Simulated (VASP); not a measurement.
Runs of VASP 6.6.1 on Sr2Re. Symmetry: F-43m, No. 216, cubic system. Conventional cell: a = 6.599 Å, b = 6.599 Å, c = 6.599 Å, α = 90.00°, β = 90.00°, γ = 90.00°. Sr (site symmetry -43m) is surrounded by 4 Sr at 2.86 Å and 4 Re at 2.86 Å. Sr (site symmetry -43m) has 4 Sr at 2.86 Å as nearest neighbours. Re (site symmetry -43m) is surrounded by 4 Sr at 2.86 Å. The cell was built by a generator and needn't be a form met in nature.

| task | level | potentials or basis | spin | cell | k mesh | cutoff (eV) | smearing | gap on the mesh (eV) | pressure (GPa) | relaxed volume (Å³/atom) |
| --- | --- | --- | --- | --- | --- | --- | --- | --- | --- | --- |
| relaxation of cell and atoms | PBE | VASP PAW PBE potentials, release 64 (Sr_sv, Re) | off | relaxed | 7 × 7 × 7 | 600 | methfessel-paxton 0.1 eV | none | 0.0 | 33.05 |
| single point | PBE | VASP PAW PBE potentials, release 64 (Sr_sv, Re) | off | as given | 7 × 7 × 7 | 520 | fermi-dirac 0.05 eV | none | 15.4 | - |
| single point | LDA | VASP PAW LDA potentials, release 64 (Sr_sv_GW, Re_sv_GW) | SOC, no magnetisation | volume scaled by 0.92 | 5 × 5 × 5 | 600 | fermi-dirac 0.05 eV | - | (a) | - |
| relaxation of cell and atoms | RPBE | VASP PAW PBE potentials, release 64 (Sr_sv, Re) | off | relaxed | 7 × 7 × 7 | 600 | methfessel-paxton 0.1 eV | none | 0.0 | 35.01 |

**Question.** Estimate the missing entries.

**Answer.** (a) 14.9.

Caveats: the volume moved by over 15 % at a fixed basis, so the end points are rough (some runs); so large a pressure means that the cell lies far from this level's equilibrium, or that cutoff or potentials fall short (some runs); the PAW data sets were made with another functional, which shifts forces and pressure a little (some runs).

A k mesh can miss the band edges, and rows without SOC leave out spin-orbit coupling on Re, Sr.

A gap of «none» marks a metal or a gap under the smearing width.

The runs don't all hold the same shells in valence.
